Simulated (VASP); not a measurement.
# OSiClBrH2 in VASP: notebook

The runs below take OSiClBrH2 through single point, relaxation of the atoms, with PBE.

All numbers are computed with VASP 6.6.1; they aren't measurements. Logs are shortened: lines on timing, memory, paths and dates and some standing lists are left out, and cuts for length are marked.

### 1 The undisturbed molecule

The cell holds a molecule in a box, 6 atoms: a = 12.000 Å, b = 13.000 Å, c = 12.000 Å, α = 90.00°, β = 90.00°, γ = 90.00°.

### 2 Single point, PBE (atoms moved at random, drawn with an rms of 0.05 Å)

File INCAR:

```
  ALGO = Normal
  EDIFF = 1E-6
  ENCUT = 520
  GGA = PE
  ISIF = 2
  ISMEAR = 0
  LASPH = True
  LCHARG = False
  LREAL = False
  LWAVE = False
  NBANDS = 22
  NELM = 100
  PREC = Accurate
  SIGMA = 0.01
```

File KPOINTS:

```
k-points
0
Gamma
  1 1 1
```

File POSCAR:

```
SiH2BrClO
1.0
   12.0000000000      0.0000000000      0.0000000000
    0.0000000000     13.0000000000      0.0000000000
    0.0000000000      0.0000000000     12.0000000000
O Si Cl Br H
1 1 1 1 2
Direct
    0.6228690000      0.5924180000      0.4658910000
    0.5633740000      0.4860190000      0.5029020000
    0.5902220000      0.3784000000      0.3922390000
    0.3779660000      0.5098610000      0.5284400000
    0.5950320000      0.6242570000      0.4034940000
    0.6141980000      0.4592050000      0.6120750000
```

Potentials or basis: VASP PAW PBE potentials, release 64 (O, Si, Cl, Br, H).

The run is started by

```
cat potpaw_PBE.64/O/POTCAR potpaw_PBE.64/Si/POTCAR potpaw_PBE.64/Cl/POTCAR potpaw_PBE.64/Br/POTCAR potpaw_PBE.64/H/POTCAR > POTCAR
mpirun -np 1 vasp_gam > vasp.out
```

OUTCAR:

```text
EDIFF = 1E-6
   ENCUT = 520
   GGA = PE
   ISIF = 2
   ISMEAR = 0
   LASPH = True
   LREAL = False
   NELM = 100
   PREC = Accurate

 ion  position               nearest neighbor table
   1  0.623  0.592  0.466-   5 0.92   2 1.62
   2  0.563  0.486  0.503-   6 1.49   1 1.62   3 1.96   4 2.27
   3  0.590  0.378  0.392-   2 1.96
   4  0.378  0.510  0.528-   2 2.27
   5  0.595  0.624  0.403-   1 0.92
   6  0.614  0.459  0.612-   2 1.49

  LATTYP: Found a simple tetragonal cell.
 ALAT       =    12.0000000000
 C/A-ratio  =     1.0833333333

  Lattice vectors:

 A1 = ( -12.0000000000,   0.0000000000,   0.0000000000)
 A2 = (   0.0000000000,   0.0000000000,  12.0000000000)
 A3 = (   0.0000000000,  13.0000000000,   0.0000000000)

Analysis of symmetry for initial positions (statically):
=====================================================================
 Subroutine PRICEL returns:
 Original cell was already a primitive cell.

 Routine SETGRP: Setting up the symmetry group for a
 simple tetragonal supercell.

 Subroutine GETGRP returns: Found  1 space group operations
 (whereof  1 operations were pure point group operations)
 out of a pool of 16 trial point group operations.

The static configuration has the point symmetry C_1 .

Analysis of symmetry for dynamics (positions and initial velocities):
=====================================================================
 Subroutine PRICEL returns:
 Original cell was already a primitive cell.

 Routine SETGRP: Setting up the symmetry group for a
 simple tetragonal supercell.

 Subroutine GETGRP returns: Found  1 space group operations
 (whereof  1 operations were pure point group operations)
 out of a pool of 16 trial point group operations.

The dynamic configuration has the point symmetry C_1 .

 Subroutine INISYM returns: Found  1 space group operations
 (whereof  1 operations are pure point group operations),
 and found     1 'primitive' translations

----------------------------------------------------------------------------------------

                                     Primitive cell

  volume of cell :    1872.0000

  direct lattice vectors                    reciprocal lattice vectors
    12.000000000  0.000000000  0.000000000     0.083333333  0.000000000  0.000000000
     0.000000000 13.000000000  0.000000000     0.000000000  0.076923077  0.000000000
     0.000000000  0.000000000 12.000000000     0.000000000  0.000000000  0.083333333

  length of vectors
    12.000000000 13.000000000 12.000000000     0.083333333  0.076923077  0.083333333

  position of ions in fractional coordinates (direct lattice)
     0.622869000  0.592418000  0.465891000
     0.563374000  0.486019000  0.502902000
     0.590222000  0.378400000  0.392239000
     0.377966000  0.509861000  0.528440000
     0.595032000  0.624257000  0.403494000
     0.614198000  0.459205000  0.612075000

  ion indices of the primitive-cell ions
   primitive index   ion index
                 1           1
                 2           2
                 3           3
                 4           4
                 5           5
                 6           6

----------------------------------------------------------------------------------------

 KPOINTS: k-points

Automatic generation of k-mesh.
 Grid dimensions read from file:
 generate k-points for:    1    1    1

 Generating k-lattice:

  Cartesian coordinates                     Fractional coordinates (reciprocal lattice)
     0.083333333  0.000000000  0.000000000     1.000000000  0.000000000  0.000000000
     0.000000000  0.076923077  0.000000000     0.000000000  1.000000000  0.000000000
     0.000000000  0.000000000  0.083333333     0.000000000  0.000000000  1.000000000

  Length of vectors
     0.083333333  0.076923077  0.083333333

  Shift w.r.t. Gamma in fractional coordinates (k-lattice)
     0.000000000  0.000000000  0.000000000

 Subroutine IBZKPT returns following result:
 ===========================================

 Found      1 irreducible k-points:

 Following reciprocal coordinates:
            Coordinates               Weight
  0.000000  0.000000  0.000000      1.000000
   k-points           NKPTS =      1   k-points in BZ     NKDIM =      1   number of bands    NBANDS=     22
   number of dos      NEDOS =    301   number of ions     NIONS =      6
   total plane-waves  NPLWV = 793800
   dimension x,y,z NGX =    90 NGY =   98 NGZ =   90
   dimension x,y,z NGXF=   180 NGYF=  196 NGZF=  180
   ions per type =               1   1   1   1   2
   NGX,Y,Z   is equivalent  to a cutoff of  12.47, 12.53, 12.47 a.u.
   NGXF,Y,Z  is equivalent  to a cutoff of  24.94, 25.06, 24.94 a.u.
 SYSTEM =  unknown system
   PREC   = accura    normal or accurate (medium, high low for compatibility)
   ISTART =      0    job   : 0-new  1-cont  2-samecut
   ICHARG =      2    charge: 1-file 2-atom 10-const
   ISPIN  =      1    spin polarized calculation?
   LNONCOLLINEAR =      F non collinear calculations
   LSORBIT =      F    spin-orbit coupling
   LASPH  =      T    aspherical Exc in radial PAW
   ENCUT  =  520.0 eV  38.22 Ry    6.18 a.u.  22.31 24.17 22.31*2*pi/ulx,y,z
   NELM   =    100;   NELMIN=  2; NELMDL= -5     # of ELM steps
   EDIFF  = 0.1E-05   stopping-criterion for ELM
   LREAL  =      F    real-space projection
   EDIFFG = 0.1E-04   stopping-criterion for IOM
   NSW    =      0    number of steps for IOM
   IBRION =     -1    ionic relax: 0-MD 1-quasi-New 2-CG
   NFREE  =      0    steps in history (QN), initial steepest desc. (CG)
   ISIF   =      2    stress and relaxation
   ISYM   =      2    0-nonsym 1-usesym 2-fastsym
   POTIM  = 0.5000    time-step for ionic-motion
   TEBEG  =    0.0;   TEEND  =   0.0 temperature during run
   PSTRESS=    0.0 pullay stress
   NELECT =      26.0000    total number of electrons
   NUPDOWN=      -1.0000    fix difference up-down
   EMIN   =  10.00;   EMAX   =-10.00  energy-range for DOS
   EFERMI =   0.00;   METHOD = LEGACY
   ISMEAR =     0;   SIGMA  =   0.01  broadening in eV -4-tet -1-fermi 0-gaus
   EFERMI_NEDOS =   21; number of points for ismear=-14 and -15
   IALGO  =     38    algorithm
   IMIX   =      4    mixing-type and parameters
     AMIX     =   0.40;   BMIX     =  1.00
     AMIX_MAG =   1.60;   BMIX_MAG =  1.00
  volume/ion in A,a.u.               =     312.00      2105.48
  Fermi-wavevector in a.u.,A,eV,Ry     =   0.393517  0.743640  2.106944  0.154856
  Thomas-Fermi vector in A             =   1.337630
   LORBIT       =      0    0 simple, 1 ext, 2 COOP (PROOUT), +10 PAW based schemes
   GGA     = PE    functional components
   LHFCALC =     F    Hartree Fock is set to
   AEXX    =    0.0000 exact exchange contribution
   IVDW    =     0    specifies the selected vdW correction
   LEPSILON=     F    determine dielectric tensor
   LRPA    =     F    only Hartree local field effects (RPA)
 non-spin polarized calculation
 Gauss-broadening in eV      SIGMA  =   0.01
  energy-cutoff  :      520.00
  volume of cell :     1872.00
 maximum number of plane-waves:     25235
 NGX is ok and might be reduce to    90
   NGX = 45   NGY = 49   NGZ = 45

 number of electron      25.9999992 magnetization

 Free energy of the ion-electron system (eV)
  ---------------------------------------------------
  ext. energy  EPLUGINS =         0.00000000
  ---------------------------------------------------
  free energy    TOTEN  =       -26.35491484 eV

  energy without entropy =      -26.35491484  energy(sigma->0) =      -26.35491484

 E-fermi :  -6.8983     XC(G=0):  -0.8796

 val. band max:       -6.9449311161   @ k =   0.0000   0.0000   0.0000
 cond. band min:      -0.8938981705   @ k =   0.0000   0.0000   0.0000
 fundamental gap:      6.0510329456
 Fermi energy:        -6.8982996424

 k-point     1 :       0.0000    0.0000    0.0000
  band No.  band energies     occupation
      1     -25.8921      2.00000
      2     -21.2656      2.00000
      3     -19.6816      2.00000
      4     -14.3960      2.00000
      5     -11.8858      2.00000
      6     -10.1111      2.00000
[... 14 lines left out ...]
     21       0.9062      0.00000
     22       0.9669      0.00000

------------------------ aborting loop because EDIFF is reached ----------------------------------------

  FORCE on cell =-STRESS in cart. coord.  units (eV):
  Direction    XX          YY          ZZ          XY          YZ          ZX
  --------------------------------------------------------------------------------------
  -------------------------------------------------------------------------------------
  Total       -0.5626544      3.8434432      3.5448023     -0.2209375      0.2995444      0.3738269
  in kB       -0.4815556      3.2894645      3.0338685     -0.1890924      0.2563693      0.3199450
  external PRESSURE =       1.9472591 kB  Pullay stress =       0.0000000 kB

 VOLUME and BASIS-vectors are now :
 -----------------------------------------------------------------------------
  energy-cutoff  :      520.00
  volume of cell :     1872.00
      direct lattice vectors                 reciprocal lattice vectors
    12.000000000  0.000000000  0.000000000     0.083333333  0.000000000  0.000000000
     0.000000000 13.000000000  0.000000000     0.000000000  0.076923077  0.000000000
     0.000000000  0.000000000 12.000000000     0.000000000  0.000000000  0.083333333

 POSITION                                       TOTAL-FORCE (eV/Angst)
 -----------------------------------------------------------------------------------
      7.47443      7.70143      5.59069         1.194638     -0.780912      2.235490
      6.76049      6.31825      6.03482        -0.689600      0.817090      1.931267
      7.08266      4.91920      4.70687         0.187259     -1.498974     -1.317649
      4.53559      6.62819      6.34128         0.426849     -0.106947     -0.120862
      7.14038      8.11534      4.84193        -0.993582      1.621829     -2.585307
      7.37038      5.96966      7.34490        -0.125564     -0.052085     -0.142938
 -----------------------------------------------------------------------------------
    total drift:                                0.000581      0.000448     -0.000361

  FREE ENERGIE OF THE ION-ELECTRON SYSTEM (eV)
  ---------------------------------------------------
  free  energy   TOTEN  =       -26.3549148439 eV

  energy  without entropy=      -26.3549148439  energy(sigma->0) =      -26.35491484
```

Wall time 2.5 min (1 thread of Intel Xeon Platinum 8488C (Sapphire Rapids), shared host); peak memory 1.3 GiB.

What came out:

| Item | Value |
| --- | --- |
| Free energy | -26.3549 eV |
| Largest force | 3.210 eV/Å |
| Gap between the frontier levels | 6.05 eV |

Forces in eV/Å, atoms in the order of the input:
```
O    1.195 -0.781  2.235
Si  -0.690  0.817  1.931
Cl   0.187 -1.499 -1.318
Br   0.427 -0.107 -0.121
H   -0.994  1.622 -2.585
H   -0.126 -0.052 -0.143
```

Levels at points of the mesh, in eV from the valence-band top:
```csv
k point,band 9,band 10,band 11,band 12,band 13,band 14,band 15,band 16,band 17,band 18
"(0.00, 0.00, 0.00)",-1.47,-1.09,-0.87,-0.10,0.00,6.05,6.37,6.96,7.16,7.44
```

### 3 Relaxation of the atoms, PBE (atoms moved at random, drawn with an rms of 0.02 Å)

File INCAR:

```
SYSTEM = SiH2BrClO
PREC     = Accurate       ! precision mode
ENCUT    = 520            ! plane-wave cutoff, eV
EDIFF    = 1E-6           ! SCF threshold, eV
ISMEAR   = 0              ! smearing method
SIGMA    = 0.01           ! smearing width, eV
LREAL    = .FALSE.        ! projectors in reciprocal space
LASPH    = .TRUE.         ! aspherical terms in the spheres
NELM     = 100            ! most SCF steps
ALGO     = Normal         ! electronic algorithm
ISIF     = 2              ! what is computed and relaxed
LWAVE    = .FALSE.        ! write WAVECAR
LCHARG   = .FALSE.        ! write CHGCAR
GGA      = PE             ! functional
IBRION   = 2              ! ionic algorithm
NSW      = 40             ! ionic steps
EDIFFG   = -0.005         ! ionic threshold
```

File KPOINTS:

```
regular mesh
0
G
  1 1 1
  0 0 0
```

File POSCAR:

```
SiH2BrClO
1.0
   12.0000000000      0.0000000000      0.0000000000
    0.0000000000     13.0000000000      0.0000000000
    0.0000000000      0.0000000000     12.0000000000
O Si Cl Br H
1 1 1 1 2
Direct
    0.6206960000      0.5948170000      0.4686700000
    0.5614140000      0.4895210000      0.5062980000
    0.5860880000      0.3756960000      0.3928050000
    0.3796480000      0.5093370000      0.5279630000
    0.5956380000      0.6276580000      0.3995490000
    0.6117110000      0.4589850000      0.6126700000
```

Potentials or basis: VASP PAW PBE potentials, release 64 (O, Si, Cl, Br, H).

The run is started by

```
cat potpaw_PBE.64/O/POTCAR potpaw_PBE.64/Si/POTCAR potpaw_PBE.64/Cl/POTCAR potpaw_PBE.64/Br/POTCAR potpaw_PBE.64/H/POTCAR > POTCAR
mpirun -np 1 vasp_gam > vasp.out
```

OUTCAR:

```text
SYSTEM = SiH2BrClO
   PREC = Accurate
   ENCUT = 520
   EDIFF = 1E-6
   ISMEAR = 0
   LREAL = .FALSE.
   LASPH = .TRUE.
   NELM = 100
   ISIF = 2
   GGA = PE
   IBRION = 2
   NSW = 40
   EDIFFG = -0.005

 ion  position               nearest neighbor table
   1  0.621  0.595  0.469-   5 0.98   2 1.61
   2  0.561  0.490  0.506-   6 1.47   1 1.61   3 2.03   4 2.21
   3  0.586  0.376  0.393-   2 2.03
   4  0.380  0.509  0.528-   2 2.21
   5  0.596  0.628  0.400-   1 0.98
   6  0.612  0.459  0.613-   2 1.47

  LATTYP: Found a simple tetragonal cell.
 ALAT       =    12.0000000000
 C/A-ratio  =     1.0833333333

  Lattice vectors:

 A1 = ( -12.0000000000,   0.0000000000,   0.0000000000)
 A2 = (   0.0000000000,   0.0000000000,  12.0000000000)
 A3 = (   0.0000000000,  13.0000000000,   0.0000000000)

Analysis of symmetry for initial positions (statically):
=====================================================================
 Subroutine PRICEL returns:
 Original cell was already a primitive cell.

 Routine SETGRP: Setting up the symmetry group for a
 simple tetragonal supercell.

[... 156 lines left out ...]

  FORCE on cell =-STRESS in cart. coord.  units (eV):
  Direction    XX          YY          ZZ          XY          YZ          ZX
  --------------------------------------------------------------------------------------
  -------------------------------------------------------------------------------------
  Total        0.7472667      1.7070861      0.3880765      0.5388415      0.0828017     -0.4169666
  in kB        0.6395586      1.4610335      0.3321407      0.4611750      0.0708670     -0.3568667
  external PRESSURE =       0.8109109 kB  Pullay stress =       0.0000000 kB
[... 101 lines left out ...]
  FREE ENERGIE OF THE ION-ELECTRON SYSTEM (eV)
  ---------------------------------------------------
  free  energy   TOTEN  =       -26.5468352808 eV

  energy  without entropy=      -26.5468352808  energy(sigma->0) =      -26.54683528

[... ionic steps 4 to 27 ...]

--------------------------------------- Ionic step       28  -------------------------------------------

 number of electron      25.9999998 magnetization

------------------------ aborting loop because EDIFF is reached ----------------------------------------
[... 75 lines left out ...]
--------------------------------------- Ionic step       30  -------------------------------------------

 number of electron      25.9999998 magnetization

 Free energy of the ion-electron system (eV)
  ---------------------------------------------------
  ext. energy  EPLUGINS =         0.00000000
  ---------------------------------------------------
  free energy    TOTEN  =       -26.55629531 eV

  energy without entropy =      -26.55629531  energy(sigma->0) =      -26.55629531

 E-fermi :  -6.9320     XC(G=0):  -0.8837

 val. band max:       -7.0190090249   @ k =   0.0000   0.0000   0.0000
 cond. band min:      -0.9290125981   @ k =   0.0000   0.0000   0.0000
 fundamental gap:      6.0899964268
 Fermi energy:        -6.9319837294

 k-point     1 :       0.0000    0.0000    0.0000
  band No.  band energies     occupation
      1     -25.5091      2.00000
      2     -20.7312      2.00000
      3     -19.8604      2.00000
      4     -14.2669      2.00000
      5     -11.7450      2.00000
      6      -9.9600      2.00000
[... 9 lines left out ...]
     16      -0.0429      0.00000
     17       0.0002      0.00000
[... 31 lines left out ...]
  FREE ENERGIE OF THE ION-ELECTRON SYSTEM (eV)
  ---------------------------------------------------
  free  energy   TOTEN  =       -26.5562953100 eV

  energy  without entropy=      -26.5562953100  energy(sigma->0) =      -26.55629531

 reached required accuracy - stopping structural energy minimisation
```

Run time: 28 min. Hardware: 1 thread of Intel Xeon Platinum 8488C (Sapphire Rapids), shared host; peak memory 1.5 GiB.

Results:

- Free energy: -26.5563 eV
- Energy gained by relaxing: 4.6 meV/atom
- Ionic steps: 30
- Largest force after relaxing: 0.004 eV/Å
- Gap between the frontier levels: 6.09 eV

Forces in eV/Å, atoms in the order of the input:
```
O    0.001  0.001  0.000
Si   0.003  0.000  0.002
Cl  -0.001 -0.003 -0.002
Br  -0.001  0.000 -0.001
H   -0.002  0.000  0.001
H    0.000  0.001  0.000
```

Step by step:
| step | energy change (eV) | largest force (eV/Å) | pressure (GPa) |
| --- | --- | --- | --- |
| 1 | 0.0000 | 1.3550 | 0.08 |
| 2 | 0.1568 | 4.9815 | 0.04 |
| 3 | -0.0180 | 0.4160 | 0.06 |
| 4 | -0.0226 | 0.4289 | -0.02 |
| 5 | -0.0245 | 0.2023 | 0.01 |
| 6 | -0.0262 | 0.1455 | -0.01 |
| 7 | -0.0264 | 0.0783 | 0.00 |
| 8 | -0.0265 | 0.1452 | -0.01 |
| 9 | -0.0266 | 0.0712 | -0.01 |
| 10 | -0.0268 | 0.0384 | -0.01 |
| 11 | -0.0268 | 0.0507 | -0.01 |
| 12 | -0.0270 | 0.0354 | -0.01 |
| 13 | -0.0271 | 0.0453 | -0.01 |
| 14 | -0.0271 | 0.0509 | 0.00 |
| 15 | -0.0272 | 0.0355 | 0.00 |
| 16 | -0.0272 | 0.0505 | 0.00 |
| 17 | -0.0272 | 0.0528 | 0.00 |
| 18 | -0.0273 | 0.0464 | 0.00 |
| 19 | -0.0273 | 0.0246 | -0.01 |
| 20 | -0.0274 | 0.0303 | -0.01 |
| 21 | -0.0274 | 0.0222 | -0.01 |
| 22 | -0.0274 | 0.0221 | -0.01 |
| 23 | -0.0274 | 0.0109 | -0.01 |
| 24 | -0.0274 | 0.0100 | -0.01 |
| 25 | -0.0274 | 0.0065 | -0.01 |
| 26 | -0.0274 | 0.0106 | -0.01 |
| 27 | -0.0274 | 0.0070 | -0.01 |
| 28 | -0.0274 | 0.0113 | -0.01 |
| 29 | -0.0274 | 0.0087 | -0.01 |
| 30 | -0.0274 | 0.0039 | -0.01 |

Final structure:
```cif
data_structure
_symmetry_space_group_name_H-M 'P 1'
_symmetry_Int_Tables_number 1
_cell_length_a 12.0000
_cell_length_b 13.0000
_cell_length_c 12.0000
_cell_angle_alpha 90.000
_cell_angle_beta 90.000
_cell_angle_gamma 90.000
_cell_volume 1872.00
loop_
_atom_site_label
_atom_site_type_symbol
_atom_site_fract_x
_atom_site_fract_y
_atom_site_fract_z
_atom_site_occupancy
O1 O 0.62105 0.59610 0.46786 1
Si1 Si 0.56101 0.48868 0.50653 1
Cl1 Cl 0.58582 0.37360 0.39182 1
Br1 Br 0.37822 0.50882 0.52835 1
H1 H 0.59683 0.62952 0.39973 1
H2 H 0.61226 0.45929 0.61366 1
```
